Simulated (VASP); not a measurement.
Consider the following.

```yaml
crystal:
  lattice:
    - [4.68932, 0.00000, 0.00000]
    - [0.00000, 4.68932, 0.00000]
    - [0.00000, 0.00000, 4.68932]
  atoms:
    - { symbol: Mg, position: [0.00000, 0.00000, 0.00000] }
    - { symbol: O, position: [0.50000, 0.50000, 0.50000] }
    - { symbol: O, position: [0.00000, 0.00000, 0.50000] }
    - { symbol: O, position: [0.00000, 0.50000, 0.00000] }
    - { symbol: O, position: [0.50000, 0.00000, 0.00000] }
    - { symbol: Cd, position: [0.50000, 0.50000, 0.00000] }
    - { symbol: Cd, position: [0.50000, 0.00000, 0.50000] }
    - { symbol: Cd, position: [0.00000, 0.50000, 0.50000] }
```

These are PBE GGA, VASP's PBE PAW potentials (set 64) (plane waves; VASP) values and carry that method's errors. Run with 500 eV cut-off, 4×4×4 Γ-centred mesh, Gaussian smearing of 0.050 eV, potentials Mg O Cd.

Question: Predict the energy per atom (σ→0), band gap (on the k-mesh) with the smallest direct gap where there is one.

Answer: 
```json
{
 "band gap (on the k-mesh)": "none (metal, semimetal or under 0.01 eV)",
 "energy per atom (σ→0)": "-4.293 eV/atom"
}
```

The structure was generated: Cd3MgO4 was put into an ordered model structure (Pm-3m), which need not be its known phase. It was relaxed first, which changed the volume by +8 %. The k-mesh is coarse (spacing up to 0.33 per Å, 2π included), so the numbers may not be converged in it.
